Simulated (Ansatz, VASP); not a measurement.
# Cross-check of SbP between VASP and Ansatz

Aim: how closely do two programs agree when they are given the same cell, functional and k mesh? The cell is generated by rule, not measured, and may not be a known phase. The cell is taken from a series of runs on this material, whose earlier steps may have relaxed, scaled, displaced or heated it; both programs get it as it stands. Other levels of theory on this material are compared in a session of their own.

Main program and level: Ansatz 0.2.0; plane waves, with VASP 6.6.1 beside it; zone-centre phonons at LDA.

The structure was built from a prototype and need not be the compound's stable phase.

## 1. The starting structure

Symmetry: P-6m2, No. 187, hexagonal system. Conventional cell: a = 3.686 Å, b = 3.686 Å, c = 3.616 Å, α = 90.00°, β = 90.00°, γ = 120.00°. Nearest to Sb lie 6 P at 2.79 Å. P has 6 Sb at 2.79 Å nearest. Farther neighbours are not listed.

## 2. VASP: zone-centre phonons, LDA

Second derivatives magnify differences that forces hide, and they need a tight electronic threshold.

Lines of VASP's logs that name or quote its potential files are left out, and so is its time.

Contents of INCAR:

```
SYSTEM = SbP
PREC = Accurate
ENCUT = 500
EDIFF = 1E-08
NELM = 120
ISMEAR = 1
SIGMA = 0.15
LREAL = .FALSE.
ALGO = Normal
GGA = CA
NBANDS = 11
LORBIT = 11
LWAVE = .FALSE.
LCHARG = .FALSE.
ISIF = 2
IBRION = 8
LASPH = .TRUE.
GGA_COMPAT = .FALSE.
KPAR = 2
```

Contents of POSCAR:

```
SbP
1.0
    3.6160890469      0.0000000000      0.0000000000
    0.0000000000      1.8429224645      3.1924977885
    0.0000000000     -1.8429224645      3.1924977885
Sb P
1 1
Direct
    0.5000000000      0.0416618553      0.0416618553
    0.0000000000      0.7083381447      0.7083381447
```

Contents of KPOINTS:

```
Automatic mesh
0
Gamma
10 12 12
0 0 0
```

Potentials, in the order of the species: Sb and P (LDA family, release 64).

On the command line:

```sh
mpirun -np 2 vasp_std
```

Numbers of over 12 decimals in the logs are rounded to 6 here.

What it wrote:

```text
[banner, memory and clock lines left out]
running    2 mpi-ranks, on    1 nodes
 distrk:  each k-point on    1 cores,    2 groups
 distr:  one band on    1 cores,    1 groups

 POSCAR found type information on POSCAR SbP
 POSCAR found :  2 types and       2 ions
 LDA part: xc-table for (Slater(with rela. corr.)+CA(PZ))
 , standard interpolation
 POSCAR, INCAR and KPOINTS ok, starting setup
 FFT: planning ... GRIDC
 FFT: planning ... GRID_SOFT
 FFT: planning ... GRID
 WAVECAR not read
 entering main loop
       N       E                     dE             d eps       ncg     rms          rms(c)
DAV:   1     0.301256942877E+02    0.30126E+02   -0.38748E+03  5676   0.726E+02
DAV:   2    -0.883199101396E+01   -0.38958E+02   -0.37904E+02  7712   0.115E+02
DAV:   3    -0.105091931478E+02   -0.16772E+01   -0.16587E+01  7017   0.268E+01
DAV:   4    -0.105232830453E+02   -0.14090E-01   -0.14063E-01  6705   0.294E+00
DAV:   5    -0.105234335549E+02   -0.15051E-03   -0.15051E-03  6908   0.315E-01    0.445E+00
DAV:   6    -0.103504357153E+02    0.17300E+00   -0.66947E-01  6217   0.305E+00    0.271E+00
DAV:   7    -0.103443660435E+02    0.60697E-02   -0.57375E-02  6897   0.125E+00    0.118E+00
DAV:   8    -0.103413948566E+02    0.29712E-02   -0.65872E-03  6048   0.405E-01    0.188E-01
DAV:   9    -0.103411841291E+02    0.21073E-03   -0.13478E-03  6744   0.181E-01    0.517E-02
DAV:  10    -0.103411885964E+02   -0.44674E-05   -0.72206E-05  6591   0.544E-02    0.248E-02
DAV:  11    -0.103411878120E+02    0.78441E-06   -0.10958E-05  6309   0.168E-02    0.653E-03
DAV:  12    -0.103411877322E+02    0.79843E-07   -0.89975E-07  6602   0.520E-03    0.417E-03
DAV:  13    -0.103411877344E+02   -0.21992E-08   -0.53276E-08  6788   0.138E-03
   1 F= -.10341188E+02 E0= -.10341549E+02  d E =0.108232E-02
 Linear response reoptimize wavefunctions to high precision
DAV:   1    -0.103411877329E+02    0.15098E-08   -0.25427E-09  5820   0.332E-04
DAV:   2    -0.103411877329E+02   -0.14666E-10   -0.16094E-10  3534   0.905E-05
 Linear response DOF=           6
 Linear response progress:
  Degree of freedom:   1/  6
       N       E                     dE             d eps       ncg     rms          rms(c)
RMM:   1    -0.250535839118E-01   -0.25054E-01    0.10825E-02 18445   0.129E+00
RMM:   2    -0.239684609713E-01    0.10851E-02   -0.19672E-03 14361   0.302E-01    0.815E-02
RMM:   3    -0.239037178075E-01    0.64743E-04   -0.35556E-05 14531   0.433E-02    0.463E-02
RMM:   4    -0.238546486815E-01    0.49069E-04   -0.17938E-05 14660   0.233E-02    0.565E-03
RMM:   5    -0.238539780306E-01    0.67065E-06   -0.51598E-07 15088   0.477E-03    0.938E-04
RMM:   6    -0.238555676002E-01   -0.15896E-05   -0.92194E-08 15253   0.805E-04    0.373E-04
RMM:   7    -0.238566999693E-01   -0.11324E-05   -0.23964E-08 13952   0.360E-04    0.929E-05
RMM:   8    -0.238565605872E-01    0.13938E-06   -0.48316E-09 15665   0.931E-05    0.411E-05
RMM:   9    -0.238565076188E-01    0.52968E-07   -0.43779E-10 15742   0.336E-05    0.334E-06
RMM:  10    -0.238565142135E-01   -0.65947E-08   -0.89842E-09 15606   0.147E-05    0.164E-06
 first order change of Fermi-energy   0.22140E-03
 force on displaced ion       1 direction 1 :   1.379   0.000  -0.000
 Linear response progress:
  Degree of freedom:   2/  6
       N       E                     dE             d eps       ncg     rms          rms(c)
RMM:   1    -0.229377644807E-01   -0.22938E-01   -0.84599E-03 19826   0.126E+00
RMM:   2    -0.214745528554E-01    0.14632E-02   -0.17452E-03 15725   0.280E-01    0.503E-02
RMM:   3    -0.213675269244E-01    0.10703E-03   -0.23114E-05 16350   0.365E-02    0.294E-02
RMM:   4    -0.212342596350E-01    0.13327E-03   -0.60112E-06 16409   0.138E-02    0.240E-03
RMM:   5    -0.212341754046E-01    0.84230E-07   -0.12057E-07 16758   0.250E-03    0.790E-04
RMM:   6    -0.212349357081E-01   -0.76030E-06   -0.14825E-08 16257   0.699E-04    0.177E-04
RMM:   7    -0.212348517172E-01    0.83991E-07   -0.85940E-09 17056   0.168E-04    0.549E-05
RMM:   8    -0.212348567233E-01   -0.50061E-08   -0.52376E-09 17527   0.426E-05    0.137E-05
 first order change of Fermi-energy   0.11353E-03
 force on displaced ion       1 direction 2 :   0.000  -2.805  -0.012
 Linear response progress:
  Degree of freedom:   3/  6
       N       E                     dE             d eps       ncg     rms          rms(c)
RMM:   1    -0.228707140937E-01   -0.22871E-01   -0.78393E-03 11318   0.125E+00
RMM:   2    -0.214757046800E-01    0.13950E-02   -0.17330E-03  9133   0.277E-01    0.504E-02
RMM:   3    -0.213689338990E-01    0.10677E-03   -0.21478E-05  9497   0.365E-02    0.294E-02
RMM:   4    -0.212356861943E-01    0.13325E-03   -0.54372E-06  9466   0.138E-02    0.241E-03
RMM:   5    -0.212356383942E-01    0.47800E-07   -0.15769E-07  9732   0.249E-03    0.812E-04
RMM:   6    -0.212364113998E-01   -0.77301E-06   -0.36953E-08  9402   0.717E-04    0.178E-04
RMM:   7    -0.212363277398E-01    0.83660E-07    0.65344E-10  9914   0.171E-04    0.618E-05
RMM:   8    -0.212363270132E-01    0.72655E-09    0.17494E-09 10169   0.478E-05    0.136E-05
 first order change of Fermi-energy   0.12838E-02
 force on displaced ion       1 direction 3 :   0.000   0.000  -2.803
 Linear response progress:
  Degree of freedom:   4/  6
       N       E                     dE             d eps       ncg     rms          rms(c)
RMM:   1    -0.482822530894E-01   -0.48282E-01    0.45509E-02 20331   0.144E+00
RMM:   2    -0.481340244710E-01    0.14823E-03   -0.18958E-03 13886   0.287E-01    0.986E-02
RMM:   3    -0.483595253067E-01   -0.22550E-03   -0.91038E-05 14337   0.560E-02    0.515E-02
RMM:   4    -0.486219603957E-01   -0.26244E-03   -0.32897E-05 14332   0.296E-02    0.102E-02
RMM:   5    -0.486418813485E-01   -0.19921E-04   -0.20842E-06 15031   0.905E-03    0.397E-03
RMM:   6    -0.486373429140E-01    0.45384E-05   -0.49901E-08 14941   0.128E-03    0.275E-03
RMM:   7    -0.486353461559E-01    0.19968E-05   -0.11727E-08 15248   0.443E-04    0.119E-04
RMM:   8    -0.486355314767E-01   -0.18532E-06   -0.49564E-11 15376   0.705E-05    0.269E-05
RMM:   9    -0.486355158044E-01    0.15672E-07    0.22908E-09 15745   0.296E-05    0.121E-05
RMM:  10    -0.486355521698E-01   -0.36365E-07    0.91043E-11 15497   0.171E-05    0.469E-06
RMM:  11    -0.486355465806E-01    0.55892E-08    0.68440E-10 13850   0.137E-05    0.316E-07
 first order change of Fermi-energy   0.29970E-04
 force on displaced ion       2 direction 1 :   1.377   0.000  -0.000
 Linear response progress:
  Degree of freedom:   5/  6
       N       E                     dE             d eps       ncg     rms          rms(c)
RMM:   1    -0.467405861596E-01   -0.46741E-01    0.15923E-02 22975   0.138E+00
RMM:   2    -0.451019812221E-01    0.16386E-02   -0.15380E-03 15418   0.251E-01    0.688E-02
RMM:   3    -0.452262668831E-01   -0.12429E-03   -0.49744E-05 16126   0.441E-02    0.357E-02
RMM:   4    -0.453882743799E-01   -0.16201E-03   -0.20692E-05 16238   0.238E-02    0.610E-03
RMM:   5    -0.453883190888E-01   -0.44709E-07   -0.82358E-07 16719   0.597E-03    0.257E-03
RMM:   6    -0.453859982822E-01    0.23208E-05    0.14072E-08 16698   0.894E-04    0.149E-03
RMM:   7    -0.453885220218E-01   -0.25237E-05   -0.75295E-09 16698   0.505E-04    0.186E-04
RMM:   8    -0.453885146219E-01    0.73999E-08   -0.46601E-09 17314   0.107E-04    0.148E-04
 first order change of Fermi-energy   0.55481E-04
 force on displaced ion       2 direction 2 :   0.000  -2.804  -0.009
 Linear response progress:
  Degree of freedom:   6/  6
       N       E                     dE             d eps       ncg     rms          rms(c)
RMM:   1    -0.467634072855E-01   -0.46763E-01    0.15648E-02 13263   0.138E+00
RMM:   2    -0.451044736714E-01    0.16589E-02   -0.15421E-03  8964   0.252E-01    0.688E-02
RMM:   3    -0.452297473425E-01   -0.12527E-03   -0.48869E-05  9371   0.443E-02    0.356E-02
RMM:   4    -0.453917198712E-01   -0.16197E-03   -0.19436E-05  9418   0.238E-02    0.612E-03
RMM:   5    -0.453921065977E-01   -0.38673E-06   -0.89623E-07  9709   0.596E-03    0.258E-03
RMM:   6    -0.453897192396E-01    0.23874E-05   -0.40096E-08  9692   0.896E-04    0.150E-03
RMM:   7    -0.453921913791E-01   -0.24721E-05   -0.23740E-08  9690   0.499E-04    0.188E-04
RMM:   8    -0.453922142075E-01   -0.22828E-07   -0.59750E-09 10077   0.103E-04    0.147E-04
RMM:   9    -0.453920934712E-01    0.12074E-06   -0.80323E-09 10074   0.411E-05    0.131E-05
RMM:  10    -0.453921182975E-01   -0.24826E-07    0.49212E-09 10319   0.201E-05    0.296E-06
RMM:  11    -0.453920935789E-01    0.24719E-07    0.11588E-08  9550   0.142E-05    0.416E-07
RMM:  12    -0.453920947187E-01   -0.11398E-08    0.10065E-09  6587   0.123E-05    0.168E-07
 first order change of Fermi-energy  -0.67387E-03
 force on displaced ion       2 direction 3 :   0.000   0.000  -2.800
 Linear response finished
```

Parts of OUTCAR (step 2):

```text
ion  position               nearest neighbor table
   1  0.500  0.042  0.042-   2 2.79   2 2.79   2 2.79   2 2.79   2 2.79   2 2.79
   2  0.000  0.708  0.708-   1 2.79   1 2.79   1 2.79   1 2.79   1 2.79   1 2.79

  LATTYP: Found a base centered orthorhombic cell.
 ALAT       =     3.6858449290
 B/A-ratio  =     1.7323017381
 C/A-ratio  =     0.9810746563

 Subroutine GETGRP returns: Found  4 space group operations
 (whereof  4 operations were pure point group operations)

The static configuration has the point symmetry C_2v.

 Found    258 irreducible k-points:

   k-points           NKPTS =    258   k-points in BZ     NKDIM =    258   number of bands    NBANDS=     11

   dimension x,y,z NGX =    28 NGY =   28 NGZ =   28
   dimension x,y,z NGXF=    56 NGYF=   56 NGZF=   56

   ENCUT  =  500.0 eV  36.75 Ry    6.06 a.u.   6.59  6.72  6.72*2*pi/ulx,y,z

   NELECT =      10.0000    total number of electrons

 k-points in reciprocal lattice and weights: Automatic mesh
   0.00000000  0.00000000  0.00000000       0.001
   0.10000000  0.00000000  0.00000000       0.001
   0.20000000  0.00000000  0.00000000       0.001
   0.30000000  0.00000000  0.00000000       0.001
   0.40000000  0.00000000  0.00000000       0.001
   0.50000000  0.00000000  0.00000000       0.001
   0.00000000  0.08333333  0.00000000       0.003
   0.10000000  0.08333333  0.00000000       0.006
   0.20000000  0.08333333  0.00000000       0.006
[...]
0.40000000  0.50000000  0.50000000       0.001
   0.50000000  0.50000000  0.50000000       0.001

 average (electrostatic) potential at core
       1 -85.5920       2 -81.5040

  Total        0.0593986      0.0215536      0.0199384      0.0000000      0.0000000      0.0000000
  in kB        2.2365588      0.8115665      0.7507465      0.0000000      0.0000000      0.0000000
  external PRESSURE =       1.2662906 kB  Pullay stress =       0.0000000 kB

  energy-cutoff  :      500.00
  volume of cell :       42.55
      direct lattice vectors                 reciprocal lattice vectors
     3.616089047  0.000000000  0.000000000     0.276541863  0.000000000  0.000000000
     0.000000000  1.842922464  3.192497788     0.000000000  0.271308213  0.156617180
     0.000000000 -1.842922464  3.192497788     0.000000000 -0.271308213  0.156617180

 POSITION                                       TOTAL-FORCE (eV/Angst)
 -----------------------------------------------------------------------------------
      1.80804      0.00000      0.26601         0.000000      0.000000     -0.000045
      0.00000      0.00000      4.52274         0.000000      0.000000      0.000045
 -----------------------------------------------------------------------------------
    total drift:                               -0.000000     -0.000000     -0.000000

 Eigenvectors and eigenvalues of the dynamical matrix
 ----------------------------------------------------

   1 f  =    5.268598 THz    33.103576 2PiTHz  175.741504 cm-1    21.789160 meV
             X         Y         Z           dx          dy          dz
      1.808045  0.000000  0.266011     0.000000   -0.450396   -0.000000
      0.000000  0.000000  4.522736     0.000000    0.892829    0.000000

   2 f  =    5.264797 THz    33.079695 2PiTHz  175.614723 cm-1    21.773441 meV
             X         Y         Z           dx          dy          dz
      1.808045  0.000000  0.266011     0.000000    0.000000   -0.450584
      0.000000  0.000000  4.522736     0.000000   -0.000000    0.892734

   3 f  =    0.000931 THz     0.005851 2PiTHz    0.031064 cm-1     0.003851 meV
             X         Y         Z           dx          dy          dz
      1.808045  0.000000  0.266011    -0.892741    0.000000    0.000000
      0.000000  0.000000  4.522736    -0.450570    0.000000    0.000000

   4 f/i=    0.000305 THz     0.001919 2PiTHz    0.010187 cm-1     0.001263 meV
             X         Y         Z           dx          dy          dz
      1.808045  0.000000  0.266011     0.000000   -0.892829    0.000000
      0.000000  0.000000  4.522736     0.000000   -0.450396    0.000000

   5 f/i=    0.001411 THz     0.008868 2PiTHz    0.047078 cm-1     0.005837 meV
             X         Y         Z           dx          dy          dz
      1.808045  0.000000  0.266011     0.000000    0.000000    0.892734
      0.000000  0.000000  4.522736     0.000000    0.000000    0.450584

   6 f/i=    3.692528 THz    23.200836 2PiTHz  123.169469 cm-1    15.271061 meV
             X         Y         Z           dx          dy          dz
      1.808045  0.000000  0.266011    -0.450570    0.000000    0.000000
      0.000000  0.000000  4.522736     0.892741    0.000000    0.000000

 ELASTIC MODULI CONTR FROM IONIC RELAXATION (kBar)
 Direction    XX          YY          ZZ          XY          YZ          ZX
 --------------------------------------------------------------------------------
 XX          -0.0009     -0.1451      0.1449      0.0000      0.0000      0.0000
 YY          -0.1451    -22.9537     22.9262      0.0000      0.0000      0.0000
 ZZ           0.1449     22.9262    -22.8987      0.0000      0.0000      0.0000
 XY           0.0000      0.0000      0.0000      0.0000      0.0000      0.0000
 YZ           0.0000      0.0000      0.0000      0.0000    -45.3455      0.0000
 ZX           0.0000      0.0000      0.0000      0.0000      0.0000      0.0000
 --------------------------------------------------------------------------------
```

(Continued in part 2 of 2.)

[Lines on the potential files, build, host, timing and source positions are cut from VASP's logs without a mark.]

[Logs are printed without paths, hosts, clocks, repeated set-up lines and the standing remarks that a program may print on its own settings, such as how far it seeks lower states.]

[Hosts, paths, dates, database ids (printed as entryN), source tags and the programs' standing remarks are cut or masked in the printed files.]
